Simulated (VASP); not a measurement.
A convergence study with VASP on CaO (rock salt): a few settings are varied, all else stays as given below, so the limit is that of these other settings. The cell's lengths are 1 % over those of the tabulated start and one atom is moved, so it is off equilibrium.

```
CELL_PARAMETERS angstrom
      0.00000     2.42905     2.42905
      2.42905     0.00000     2.42905
      2.42905     2.42905     0.00000
ATOMIC_POSITIONS crystal
  Ca 0.00000 0.00000 0.00000
  O  0.48753 0.51247 0.51247
```

Calculation: PBEsol GGA, VASP's PBE PAW potentials (set 64) (plane waves; VASP 6.6.1). The last row used: 700 eV cut-off, 8×8×8 Γ-centred mesh, Gaussian smearing of 0.050 eV, potentials Ca_sv O.

| setting | E (eV/atom) | pressure (GPa) | electronic steps |
|---|---|---|---|
| ALGO = Normal, EDIFF = 1E-2 | -6.6938 | -6.48 | 9 |
| ALGO = Normal, EDIFF = 1E-3 | -6.6939 | -4.93 | 10 |
| ALGO = Normal, EDIFF = 1E-4 | -6.6939 | -5.39 | 11 |
| ALGO = Normal, EDIFF = 1E-5 | -6.6939 | -5.30 | 12 |
| ALGO = Normal, EDIFF = 1E-6 | -6.6939 | -5.22 | 13 |
| ALGO = Normal, EDIFF = 1E-8 | -6.6939 | -5.23 | 17 |
| ALGO = Normal, EDIFF = 1E-9 | -6.6939 | -5.23 | 18 |
| ALGO = Fast, EDIFF = 1E-2 | -6.6921 | -1.82 | 9 |
| ALGO = Fast, EDIFF = 1E-3 | -6.6941 | -7.43 | 12 |
| ALGO = Fast, EDIFF = 1E-4 | -6.6939 | -5.75 | 14 |
| ALGO = Fast, EDIFF = 1E-5 | -6.6939 | -5.23 | 17 |
| ALGO = Fast, EDIFF = 1E-6 | -6.6939 | -5.23 | 19 |
| ALGO = Fast, EDIFF = 1E-7 | -6.6939 | -5.23 | 22 |
| ALGO = Fast, EDIFF = 1E-8 | -6.6939 | -5.23 | 24 |
| ALGO = Fast, EDIFF = 1E-9 | -6.6939 | -5.23 | 30 |
| ALGO = All, EDIFF = 1E-2 | -6.6923 | -4.88 | 11 |
| ALGO = All, EDIFF = 1E-3 | -6.6938 | -5.17 | 14 |
| ALGO = All, EDIFF = 1E-4 | -6.6939 | -5.26 | 16 |
| ALGO = All, EDIFF = 1E-5 | -6.6939 | -5.26 | 19 |
| ALGO = All, EDIFF = 1E-6 | -6.6939 | -5.24 | 23 |
| ALGO = All, EDIFF = 1E-7 | -6.6939 | -5.23 | 29 |
| ALGO = All, EDIFF = 1E-8 | -6.6939 | -5.23 | 34 |
| ALGO = All, EDIFF = 1E-9 | -6.6939 | -5.23 | 48 |

Left out are rungs that failed or repeat a setting and relaxations that didn't move; long series are thinned to 24 rows.

The compound is CaO in the rock salt structure. The cell was not relaxed at this level, it is distorted from the ideal structure.
